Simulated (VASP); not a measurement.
# FeAu (R-3m) in VASP: a series of runs

The runs below take FeAu through single point, with PBE, BLYP.

Program: VASP 6.6.1. These are calculated values, not measurements. Logs are shortened: lines on timing, memory, paths and dates and some standing lists are left out, and cuts for length are marked.

**1. The crystal as given**

Symmetry: R-3m, No. 166, trigonal system. Conventional cell: a = 2.823 Å, b = 2.823 Å, c = 13.408 Å, α = 90.00°, β = 90.00°, γ = 120.00°. Around Fe (site symmetry -3m) lie 6 Au at 2.77 Å and 6 Fe at 2.82 Å. Au (site symmetry -3m) is surrounded by 6 Fe at 2.77 Å and 6 Au at 2.82 Å.

The cell comes from a database or a generator and needn't be the stable form of this composition.

**2. Single point, PBE, collinear spin, typed start**

File INCAR:

```
SYSTEM = FeAu
PREC = Accurate
ENCUT = 520
EDIFF = 1E-6
ISMEAR = 0
SIGMA = 0.1
LREAL = .FALSE.
LASPH = .TRUE.
NELM = 150
ALGO = Normal
ISIF = 2
LWAVE = .FALSE.
LCHARG = .FALSE.
ISPIN = 2
MAGMOM = 4 0
LORBIT = 11
LMAXMIX = 4
GGA = PE
NBANDS = 20
```

File KPOINTS:

```
regular mesh
0
G
  6 6 6
  0 0 0
```

File POSCAR:

```
FeAu
1.0
    1.4117478522      0.8150730025      4.4694532999
   -1.4117478522      0.8150730025      4.4694532999
    0.0000000000     -1.6301460050      4.4694532999
Fe Au
1 1
Direct
    0.5000000000      0.5000000000      0.5000000000
    0.0000000000      0.0000000000      0.0000000000
```

Potentials or basis: VASP PAW PBE potentials, release 64 (Fe, Au).

Run with:

```console
$ cat potpaw_PBE.64/Fe/POTCAR potpaw_PBE.64/Au/POTCAR > POTCAR
$ mpirun -np 1 vasp_std > vasp.out
```

OUTCAR:

```text
SYSTEM = FeAu
   PREC = Accurate
   ENCUT = 520
   EDIFF = 1E-6
   ISMEAR = 0
   LREAL = .FALSE.
   LASPH = .TRUE.
   NELM = 150
   ISIF = 2
   ISPIN = 2
   LORBIT = 11
   GGA = PE

 ion  position               nearest neighbor table
   1  0.500  0.500  0.500-   2 2.77   2 2.77   2 2.77   2 2.77   2 2.77   2 2.77
   2  0.000  0.000  0.000-   1 2.77   1 2.77   1 2.77   1 2.77   1 2.77   1 2.77

  LATTYP: Found a trigonal (rhomboedric) cell.
 ALAT       =     4.7574561267
 COS(alpha) =     0.8238856747

  Lattice vectors:

 A1 = (   1.4117478522,   0.8150730025,   4.4694532999)
 A2 = (  -1.4117478522,   0.8150730025,   4.4694532999)
 A3 = (   0.0000000000,  -1.6301460050,   4.4694532999)

Analysis of symmetry for initial positions (statically):
=====================================================================
 Subroutine PRICEL returns:
 Original cell was already a primitive cell.

 Routine SETGRP: Setting up the symmetry group for a
 trigonal (rhombohedral) supercell.

 Subroutine GETGRP returns: Found 12 space group operations
 (whereof 12 operations were pure point group operations)
 out of a pool of 12 trial point group operations.

The static configuration has the point symmetry D_3d.

Analysis of symmetry for dynamics (positions and initial velocities):
=====================================================================
 Subroutine PRICEL returns:
 Original cell was already a primitive cell.

 Routine SETGRP: Setting up the symmetry group for a
 trigonal (rhombohedral) supercell.

 Subroutine GETGRP returns: Found 12 space group operations
 (whereof 12 operations were pure point group operations)
 out of a pool of 12 trial point group operations.

The dynamic configuration has the point symmetry D_3d.

Analysis of structural, dynamic, and magnetic symmetry:
=====================================================================
 Subroutine PRICEL returns:
 Original cell was already a primitive cell.

 Routine SETGRP: Setting up the symmetry group for a
 trigonal (rhombohedral) supercell.

 Subroutine GETGRP returns: Found 12 space group operations
 (whereof 12 operations were pure point group operations)
 out of a pool of 12 trial point group operations.

The overall configuration has the point symmetry D_3d.

 Subroutine INISYM returns: Found 12 space group operations
 (whereof 12 operations are pure point group operations),
 and found     1 'primitive' translations

----------------------------------------------------------------------------------------

                                     Primitive cell

  volume of cell :      30.8574

  direct lattice vectors                    reciprocal lattice vectors
     1.411747852  0.815073003  4.469453300     0.354170895  0.204480661  0.074580337
    -1.411747852  0.815073003  4.469453300    -0.354170895  0.204480661  0.074580337
     0.000000000 -1.630146005  4.469453300     0.000000000 -0.408961323  0.074580337

  length of vectors
     4.757456127  4.757456127  4.757456127     0.415706135  0.415706135  0.415706135

  position of ions in fractional coordinates (direct lattice)
     0.500000000  0.500000000  0.500000000
     0.000000000  0.000000000  0.000000000

  ion indices of the primitive-cell ions
   primitive index   ion index
                 1           1
                 2           2

----------------------------------------------------------------------------------------

 KPOINTS: regular mesh

Automatic generation of k-mesh.
 Grid dimensions read from file:
 generate k-points for:    6    6    6

 Generating k-lattice:

  Cartesian coordinates                     Fractional coordinates (reciprocal lattice)
     0.059028482  0.034080110  0.012430056     0.166666667 -0.000000000  0.000000000
    -0.059028482  0.034080110  0.012430056    -0.000000000  0.166666667  0.000000000
     0.000000000 -0.068160220  0.012430056     0.000000000  0.000000000  0.166666667

  Length of vectors
     0.069284356  0.069284356  0.069284356

  Shift w.r.t. Gamma in fractional coordinates (k-lattice)
     0.000000000  0.000000000  0.000000000

 Subroutine IBZKPT returns following result:
 ===========================================

 Found     32 irreducible k-points:

 Following reciprocal coordinates:
            Coordinates               Weight
  0.000000  0.000000  0.000000      1.000000
  0.166667  0.000000  0.000000      6.000000
  0.333333  0.000000  0.000000      6.000000
  0.500000  0.000000  0.000000      3.000000
  0.166667  0.166667  0.000000      6.000000
  0.333333  0.166667  0.000000     12.000000
[... 16 lines left out ...]
  0.500000  0.500000  0.166667      6.000000
 -0.333333  0.500000  0.166667     12.000000
 [... further k-points ...]
   k-points           NKPTS =     32   k-points in BZ     NKDIM =     32   number of bands    NBANDS=     20
   number of dos      NEDOS =    301   number of ions     NIONS =      2
   total plane-waves  NPLWV =  46656
   dimension x,y,z NGX =    36 NGY =   36 NGZ =   36
   dimension x,y,z NGXF=    72 NGYF=   72 NGZF=   72
   ions per type =               1   1
   NGX,Y,Z   is equivalent  to a cutoff of  12.58, 12.58, 12.58 a.u.
   NGXF,Y,Z  is equivalent  to a cutoff of  25.16, 25.16, 25.16 a.u.
 SYSTEM =  FeAu
   PREC   = accura    normal or accurate (medium, high low for compatibility)
   ISTART =      0    job   : 0-new  1-cont  2-samecut
   ICHARG =      2    charge: 1-file 2-atom 10-const
   ISPIN  =      2    spin polarized calculation?
   LNONCOLLINEAR =      F non collinear calculations
   LSORBIT =      F    spin-orbit coupling
   LASPH  =      T    aspherical Exc in radial PAW
   ENCUT  =  520.0 eV  38.22 Ry    6.18 a.u.   8.85  8.85  8.85*2*pi/ulx,y,z
   NELM   =    150;   NELMIN=  2; NELMDL= -5     # of ELM steps
   EDIFF  = 0.1E-05   stopping-criterion for ELM
   LREAL  =      F    real-space projection
   EDIFFG = 0.1E-04   stopping-criterion for IOM
   NSW    =      0    number of steps for IOM
   IBRION =     -1    ionic relax: 0-MD 1-quasi-New 2-CG
   NFREE  =      0    steps in history (QN), initial steepest desc. (CG)
   ISIF   =      2    stress and relaxation
   ISYM   =      2    0-nonsym 1-usesym 2-fastsym
   POTIM  = 0.5000    time-step for ionic-motion
   TEBEG  =    0.0;   TEEND  =   0.0 temperature during run
   PSTRESS=    0.0 pullay stress
   NELECT =      19.0000    total number of electrons
   NUPDOWN=      -1.0000    fix difference up-down
   EMIN   =  10.00;   EMAX   =-10.00  energy-range for DOS
   EFERMI =   0.00;   METHOD = LEGACY
   ISMEAR =     0;   SIGMA  =   0.10  broadening in eV -4-tet -1-fermi 0-gaus
   EFERMI_NEDOS =   21; number of points for ismear=-14 and -15
   IALGO  =     38    algorithm
   IMIX   =      4    mixing-type and parameters
     AMIX     =   0.40;   BMIX     =  1.00
     AMIX_MAG =   1.60;   BMIX_MAG =  1.00
  volume/ion in A,a.u.               =      15.43       104.12
  Fermi-wavevector in a.u.,A,eV,Ry     =   1.392749  2.631914 26.391907  1.939750
  Thomas-Fermi vector in A             =   2.516462
   LORBIT       =     11    0 simple, 1 ext, 2 COOP (PROOUT), +10 PAW based schemes
   GGA     = PE    functional components
   LHFCALC =     F    Hartree Fock is set to
   AEXX    =    0.0000 exact exchange contribution
   IVDW    =     0    specifies the selected vdW correction
   LEPSILON=     F    determine dielectric tensor
   LRPA    =     F    only Hartree local field effects (RPA)
 spin polarized calculation
 Gauss-broadening in eV      SIGMA  =   0.10
  energy-cutoff  :      520.00
  volume of cell :       30.86
 maximum number of plane-waves:       844
   NGX = 17   NGY = 17   NGZ = 17

 number of electron      19.0000004 magnetization       2.8835136

 Free energy of the ion-electron system (eV)
  ---------------------------------------------------
  ext. energy  EPLUGINS =         0.00000000
  ---------------------------------------------------
  free energy    TOTEN  =       -10.93874895 eV

  energy without entropy =      -10.92548635  energy(sigma->0) =      -10.93211765

 E-fermi :   7.4599     XC(G=0): -12.4120

 val. band max:        7.4537171282   @ k =   0.3333   0.1667   0.0000
 cond. band min:       7.4613356857   @ k =  -0.3333   0.3333   0.3333
 fundamental gap:      0.0076185576
 Fermi energy:         7.4598735914

 spin component 1

 k-point     1 :       0.0000    0.0000    0.0000
  band No.  band energies     occupation
      1      -1.9633      1.00000
      2       0.8320      1.00000
      3       2.5895      1.00000
      4       2.5895      1.00000
      5       3.7662      1.00000
      6       3.7662      1.00000
[... 12 lines left out ...]
     19      27.8715      0.00000
     20      29.2248      0.00000
[... 507 lines left out ...]
 k-point    24 :      -0.3333    0.5000    0.1667
  band No.  band energies     occupation
      1       0.9736      1.00000
      2       1.2927      1.00000
      3       2.1993      1.00000
      4       2.9121      1.00000
      5       3.4550      1.00000
      6       4.5737      1.00000
[... 12 lines left out ...]
     19      24.8271      0.00000
     20      25.6383      0.00000

 [... further k-points ...]

 spin component 2

 k-point     1 :       0.0000    0.0000    0.0000
  band No.  band energies     occupation
      1      -1.9155      1.00000
      2       0.9462      1.00000
      3       2.6712      1.00000
      4       2.6712      1.00000
      5       4.1016      1.00000
      6       4.1016      1.00000
[... 12 lines left out ...]
     19      27.8416      0.00000
     20      29.2784      0.00000
[... 507 lines left out ...]
 k-point    24 :      -0.3333    0.5000    0.1667
  band No.  band energies     occupation
      1       1.1099      1.00000
      2       1.4506      1.00000
      3       2.6712      1.00000
      4       3.1483      1.00000
      5       3.5294      1.00000
      6       6.5076      1.00000
[... 12 lines left out ...]
     19      24.9622      0.00000
     20      25.8926      0.00000

 [... further k-points ...]

------------------------ aborting loop because EDIFF is reached ----------------------------------------

  FORCE on cell =-STRESS in cart. coord.  units (eV):
  Direction    XX          YY          ZZ          XY          YZ          ZX
  --------------------------------------------------------------------------------------
  -------------------------------------------------------------------------------------
  Total       -0.1129271     -0.1129271     -0.3938042      0.0000000      0.0000000     -0.0000000
  in kB       -5.8633973     -5.8633973    -20.4470973      0.0000000      0.0000000     -0.0000000
  external PRESSURE =     -10.7246306 kB  Pullay stress =       0.0000000 kB

 VOLUME and BASIS-vectors are now :
 -----------------------------------------------------------------------------
  energy-cutoff  :      520.00
  volume of cell :       30.86
      direct lattice vectors                 reciprocal lattice vectors
     1.411747852  0.815073003  4.469453300     0.354170895  0.204480661  0.074580337
    -1.411747852  0.815073003  4.469453300    -0.354170895  0.204480661  0.074580337
     0.000000000 -1.630146005  4.469453300     0.000000000 -0.408961323  0.074580337

 POSITION                                       TOTAL-FORCE (eV/Angst)
 -----------------------------------------------------------------------------------
      0.00000      0.00000      6.70418         0.000000     -0.000000      0.000000
      0.00000      0.00000      0.00000         0.000000      0.000000     -0.000000
 -----------------------------------------------------------------------------------
    total drift:                                0.000000     -0.000000      0.000000

  FREE ENERGIE OF THE ION-ELECTRON SYSTEM (eV)
  ---------------------------------------------------
  free  energy   TOTEN  =       -10.9387489478 eV

  energy  without entropy=      -10.9254863500  energy(sigma->0) =      -10.93211765

 total charge

# of ion       s       p       d       tot
------------------------------------------
    1        0.376   0.350   6.104   6.830
    2        0.611   0.454   8.679   9.744
--------------------------------------------------
tot          0.987   0.803  14.783  16.574

 magnetization (x)

# of ion       s       p       d       tot
------------------------------------------
    1       -0.002  -0.015   2.902   2.885
    2       -0.019  -0.040   0.083   0.024
--------------------------------------------------
tot         -0.022  -0.054   2.985   2.909
```

Wall time 64 s (1 thread of Intel Xeon Platinum 8375C at 2.90GHz (Ice Lake), shared host); peak memory 0.26 GiB.

Results:

```yaml
Free_energy: -10.9387 eV
Pressure: -1.1 GPa
Band_gap_on_the_k_mesh: none (metal or under the smearing width)
Net_moment: 2.88 μB per cell
Site_moments: Fe +2.88; Au +0.02 μB
Valence_electrons_inside_the_program's_atomic_spheres: Fe 6.83; Au 9.74
```

Caveat: the k mesh is coarse (spacing up to 0.44 Å⁻¹), so the values aren't converged. The run has no spin-orbit coupling, so splittings on Au are missing.

[end of part 1 of 2]
